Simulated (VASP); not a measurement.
Set up this calculation in VASP 6.6.1, as the native input.

```
Task                   : single point
Functional             : PBE
Potentials or basis    : VASP PAW PBE potentials, release 64 (La, P, Ru_pv)
Cutoff                 : 520 eV
k mesh                 : 8 × 8 × 8
Occupations            : gaussian, width 0.1 eV
Spin                   : no spin polarisation
Dipole correction      : no
Further INCAR settings : ALGO = Fast; EDIFF = 1e-06; NBANDS = 43
```

The structure of La2P6Ru lies in POSCAR:

```
La2P6Ru
1.0
    0.0000000000      4.3663000253      4.3663000253
    4.3663000253      0.0000000000      4.3663000253
    4.3663000253      4.3663000253      0.0000000000
La P Ru
2 6 1
Direct
    0.2500000000      0.2500000000      0.2500000000
    0.7500000000      0.7500000000      0.7500000000
    0.2761946353      0.7238053647      0.7238053647
    0.7238053647      0.2761946353      0.7238053647
    0.7238053647      0.2761946353      0.2761946353
    0.2761946353      0.7238053647      0.2761946353
    0.7238053647      0.7238053647      0.2761946353
    0.2761946353      0.2761946353      0.7238053647
    0.0000000000      0.0000000000      0.0000000000
```

The cell was built by a generator and needn't be a form met in nature.

The cell isn't the ideal one: species swapped into the Rb2WCl6 type (Fm-3m, No. 225).

One way to write it, as run:

INCAR

```
PREC = Accurate ; ENCUT = 520
EDIFF = 1E-6 ; ISMEAR = 0
SIGMA = 0.1 ; LREAL = F
LASPH = T ; NELM = 100
ALGO = Fast ; ISIF = 2
LWAVE = F ; LCHARG = F
GGA = PE ; NBANDS = 43
```

KPOINTS

```
regular mesh
0
Gamma
  8 8 8
```

Potentials or basis: VASP PAW PBE potentials, release 64 (La, P, Ru_pv).

Run with:

```console
$ cat potpaw_PBE.64/La/POTCAR potpaw_PBE.64/P/POTCAR potpaw_PBE.64/Ru_pv/POTCAR > POTCAR
$ mpirun -np 1 vasp_std > vasp.out
```

It gave:

The pressure is -0.1 GPa. The band gap on the k mesh is none (metal or under the smearing width).

Run time: 13 min on 1 thread of Intel(R) Xeon(R) Platinum 8488C (Sapphire Rapids), with other jobs on the host, peak memory 0.45 GiB.
